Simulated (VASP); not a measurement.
Computed with r2SCAN meta-GGA, VASP's PBE PAW potentials (set 64) (plane waves; VASP 6.6.1).

VASP ran on this input.

File KPOINTS_OPT:
```
k-points along high-symmetry lines
6
Line-mode
Reciprocal
  0.000000   0.000000   0.000000 ! GAMMA
  0.500000   0.000000   0.000000 ! M

  0.500000   0.000000   0.000000 ! M
  0.333333   0.333333   0.000000 ! K

  0.333333   0.333333   0.000000 ! K
  0.000000   0.000000   0.000000 ! GAMMA

  0.000000   0.000000   0.000000 ! GAMMA
  0.000000   0.000000   0.500000 ! A

  0.000000   0.000000   0.500000 ! A
  0.500000   0.000000   0.500000 ! L

  0.500000   0.000000   0.500000 ! L
  0.333333   0.333333   0.500000 ! H

  0.333333   0.333333   0.500000 ! H
  0.000000   0.000000   0.500000 ! A

  0.500000   0.000000   0.500000 ! L
  0.500000   0.000000   0.000000 ! M

  0.333333   0.333333   0.500000 ! H
  0.333333   0.333333   0.000000 ! K
```

**KPOINTS**
```
Automatic mesh
0
Gamma
9 9 6
0 0 0
```

File POSCAR:
```
PtSb
1
    4.3385243479     0.0000000000     0.0000000000
   -2.1692621738     3.7572726678    -0.0000000000
    0.0000000000     0.0000000000     6.4325721947
Pt Sb
2 2
Direct
  0.3333330000   0.6666670000   0.9873743661
  0.6666670000   0.3333330000   0.4873743661
  0.3333330000   0.6666670000   0.3876256339
  0.6666670000   0.3333330000   0.8876256339
```

### INCAR
```
SYSTEM = PtSb
PREC = Accurate
ENCUT = 400
EDIFF = 1E-7
NELM = 100
ALGO = Normal
LREAL = .FALSE.
LASPH = .TRUE.
ISMEAR = -5
METAGGA = R2SCAN
LMIXTAU = .TRUE.
LMAXMIX = 6
LWAVE = .FALSE.
LCHARG = .FALSE.
LORBIT = 11
NEDOS = 601
ISIF = 2
LEFG = .TRUE.
```

POTCAR, in this order: Pt Sb (PBE.64 set). Program: vasp_std.

Output of the run:

OUTCAR:
```
 ion  position               nearest neighbor table
   1  0.333  0.667  0.987-   3 2.57   4 2.59   4 2.59   4 2.59
   2  0.667  0.333  0.487-   4 2.57   3 2.59   3 2.59   3 2.59
   3  0.333  0.667  0.388-   1 2.57   2 2.59   2 2.59   2 2.59
   4  0.667  0.333  0.888-   2 2.57   1 2.59   1 2.59   1 2.59
  LATTYP: Found a hexagonal cell.
 ALAT       =     4.3385243479
 C/A-ratio  =     1.4826636153
 Subroutine PRICEL returns:
 Original cell was already a primitive cell.
 Subroutine GETGRP returns: Found 12 space group operations
The static configuration has the point symmetry C_3v.
 The point group associated with its full space group is C_6v.
The dynamic configuration has the point symmetry C_3v.
 Subroutine INISYM returns: Found 12 space group operations
 Subroutine IBZKPT returns following result:
 Found     48 irreducible k-points:

 Following reciprocal coordinates:
            Coordinates               Weight
  0.000000  0.000000  0.000000      1.000000
  0.111111  0.000000  0.000000      6.000000
  0.222222  0.000000  0.000000      6.000000
  0.333333  0.000000  0.000000      6.000000
  0.444444  0.000000  0.000000      6.000000
  0.111111  0.111111  0.000000      6.000000
  0.222222  0.111111  0.000000     12.000000
  0.333333  0.111111  0.000000     12.000000
  0.444444  0.111111  0.000000      6.000000
  0.222222  0.222222  0.000000      6.000000
  0.333333  0.222222  0.000000     12.000000
  0.333333  0.333333  0.000000      2.000000
  0.000000  0.000000  0.166667      2.000000
  0.111111  0.000000  0.166667     12.000000
  0.222222  0.000000  0.166667     12.000000
  0.333333  0.000000  0.166667     12.000000
  0.444444  0.000000  0.166667     12.000000
  0.111111  0.111111  0.166667     12.000000
  0.222222  0.111111  0.166667     24.000000
  0.333333  0.111111  0.166667     24.000000
  0.444444  0.111111  0.166667     12.000000
  0.222222  0.222222  0.166667     12.000000
  0.333333  0.222222  0.166667     24.000000
  0.333333  0.333333  0.166667      4.000000
  0.000000  0.000000  0.333333      2.000000
  0.111111  0.000000  0.333333     12.000000
  0.222222  0.000000  0.333333     12.000000
  0.333333  0.000000  0.333333     12.000000
  0.444444  0.000000  0.333333     12.000000
  0.111111  0.111111  0.333333     12.000000
  0.222222  0.111111  0.333333     24.000000
  0.333333  0.111111  0.333333     24.000000
  0.444444  0.111111  0.333333     12.000000
  0.222222  0.222222  0.333333     12.000000
  0.333333  0.222222  0.333333     24.000000
  0.333333  0.333333  0.333333      4.000000
  0.000000  0.000000  0.500000      1.000000
  0.111111  0.000000  0.500000      6.000000
  0.222222  0.000000  0.500000      6.000000
  0.333333  0.000000  0.500000      6.000000
   k-points           NKPTS =     48   k-points in BZ     NKDIM =     48   number of bands    NBANDS=     19
   number of dos      NEDOS =    601   number of ions     NIONS =      4
   total plane-waves  NPLWV =  32928
   dimension x,y,z NGX =    28 NGY =   28 NGZ =   42
   dimension x,y,z NGXF=    56 NGYF=   56 NGZF=   84
   ions per type =               2   2
   PREC   = accura    normal or accurate (medium, high low for compatibility)
   ISTART =      0    job   : 0-new  1-cont  2-samecut
   ICHARG =      2    charge: 1-file 2-atom 10-const
   ISPIN  =      1    spin polarized calculation?
   LNONCOLLINEAR =      F non collinear calculations
   LSORBIT =      F    spin-orbit coupling
   INIWAV =      1    electr: 0-lowe 1-rand  2-diag
   ENCUT  =  400.0 eV  29.40 Ry    5.42 a.u.   7.08  7.08 10.49*2*pi/ulx,y,z
   NELM   =    100;   NELMIN=  2; NELMDL= -5     # of ELM steps
...
```

### OSZICAR
```
       N       E                     dE             d eps       ncg     rms          rms(c)
DAV:   1     0.171665257634E+02    0.17167E+02   -0.11112E+04  1824   0.113E+03
DAV:   2    -0.154959377011E+03   -0.17213E+03   -0.16424E+03  2249   0.228E+02
DAV:   3    -0.163031383193E+03   -0.80720E+01   -0.78010E+01  2174   0.541E+01
DAV:   4    -0.163178334856E+03   -0.14695E+00   -0.14650E+00  2099   0.740E+00
DAV:   5    -0.163181507618E+03   -0.31728E-02   -0.31686E-02  2182   0.117E+00    0.101E+01
DAV:   6    -0.157817656811E+03    0.53639E+01   -0.35081E+00  1920   0.171E+01    0.482E+00
DAV:   7    -0.155042266961E+03    0.27754E+01   -0.59030E-01  1952   0.640E+00    0.334E+00
DAV:   8    -0.154970251241E+03    0.72016E-01   -0.75746E-01  1929   0.568E+00    0.973E-01
DAV:   9    -0.154922211493E+03    0.48040E-01   -0.42148E-01  1929   0.434E+00    0.298E-01
DAV:  10    -0.155144505338E+03   -0.22229E+00   -0.61230E-02  1937   0.154E+00    0.147E-01
DAV:  11    -0.155199330303E+03   -0.54825E-01   -0.36185E-02  1972   0.121E+00    0.108E-01
DAV:  12    -0.155198827531E+03    0.50277E-03   -0.16384E-03  2066   0.265E-01    0.785E-02
DAV:  13    -0.155199879631E+03   -0.10521E-02   -0.26020E-03  1966   0.398E-01    0.427E-02
DAV:  14    -0.155200242031E+03   -0.36240E-03   -0.21639E-04  1930   0.146E-01    0.194E-02
DAV:  15    -0.155200300326E+03   -0.58295E-04   -0.50863E-05  2006   0.644E-02    0.112E-02
DAV:  16    -0.155200360894E+03   -0.60568E-04   -0.50173E-05  1914   0.670E-02    0.235E-03
DAV:  17    -0.155200364600E+03   -0.37059E-05   -0.11321E-05  1923   0.355E-02    0.199E-03
DAV:  18    -0.155200371924E+03   -0.73241E-05   -0.14441E-06  1914   0.138E-02    0.819E-04
DAV:  19    -0.155200371727E+03    0.19735E-06   -0.10211E-07  1409   0.245E-03    0.485E-04
DAV:  20    -0.155200371978E+03   -0.25123E-06   -0.18685E-08  1002   0.119E-03    0.484E-04
DAV:  21    -0.155200371816E+03    0.16216E-06   -0.60872E-09   972   0.809E-04    0.211E-04
DAV:  22    -0.155200371934E+03   -0.11836E-06   -0.74259E-09   957   0.677E-04    0.911E-05
DAV:  23    -0.155200371905E+03    0.28663E-07   -0.60306E-10   957   0.174E-04
   1 F= -.15520037E+03 E0= -.15520037E+03  d E =0.000000E+00
       N       E                     dE             ncg
       N       E                     dE             ncg
```

File OUTCAR:
```
------------------------ aborting loop because EDIFF is reached ----------------------------------------
  FORCE on cell =-STRESS in cart. coord.  units (eV):
  Direction    XX          YY          ZZ          XY          YZ          ZX
  --------------------------------------------------------------------------------------
  Total        0.0140669      0.0140669     -0.2420416      0.0000000      0.0000000      0.0000000
  in kB        0.2149365      0.2149365     -3.6982925      0.0000000      0.0000000      0.0000000
  external PRESSURE =      -1.0894732 kB  Pullay stress =       0.0000000 kB
  volume of cell :      104.86
      direct lattice vectors                 reciprocal lattice vectors
     4.338524348  0.000000000  0.000000000     0.230493117  0.133075250  0.000000000
    -2.169262174  3.757272668  0.000000000     0.000000000  0.266150500  0.000000000
     0.000000000  0.000000000  6.432572195     0.000000000  0.000000000  0.155458807
 POSITION                                       TOTAL-FORCE (eV/Angst)
 -----------------------------------------------------------------------------------
     -0.00000      2.50485      6.35136        -0.000000      0.000000      0.002735
      2.16926      1.25242      3.13507         0.000000      0.000000      0.002735
     -0.00000      2.50485      2.49343         0.000000      0.000000     -0.002735
      2.16926      1.25242      5.70972         0.000000      0.000000     -0.002735
 -----------------------------------------------------------------------------------
    total drift:                               -0.000896      0.000517     -0.000395
  FREE ENERGIE OF THE ION-ELECTRON SYSTEM (eV)
  ---------------------------------------------------
  free  energy   TOTEN  =      -155.2003719054 eV

  energy  without entropy=     -155.2003719054  energy(sigma->0) =     -155.20037191

 total charge

# of ion       s       p       d       tot
------------------------------------------
    1        0.751   0.453   8.202   9.406
    2        0.751   0.453   8.202   9.406
    3        1.125   1.181   0.085   2.391
    4        1.125   1.181   0.085   2.391
--------------------------------------------------
tot          3.752   3.268  16.574  23.594

 Electric field gradients after diagonalization (V/A^2)
 (convention: |V_zz| > |V_xx| > |V_yy|)
----------------------------------------------------------------------
 ion       V_xx      V_yy      V_zz     asymmetry (V_yy - V_xx)/ V_zz
----------------------------------------------------------------------
   1     -65.686   -65.685   131.371       0.000
   2     -65.686   -65.685   131.371       0.000
   3     -47.960   -47.959    95.919       0.000
   4     -47.960   -47.959    95.919       0.000
```
(Selected blocks of OUTCAR.)

For a metal the tetrahedron method with Blöchl corrections gives inexact stress and forces.

The structure was generated: PtSb was put into the wurtzite type (P6_3mc), which need not be its known phase. It was relaxed first, which changed the volume by -18 %.
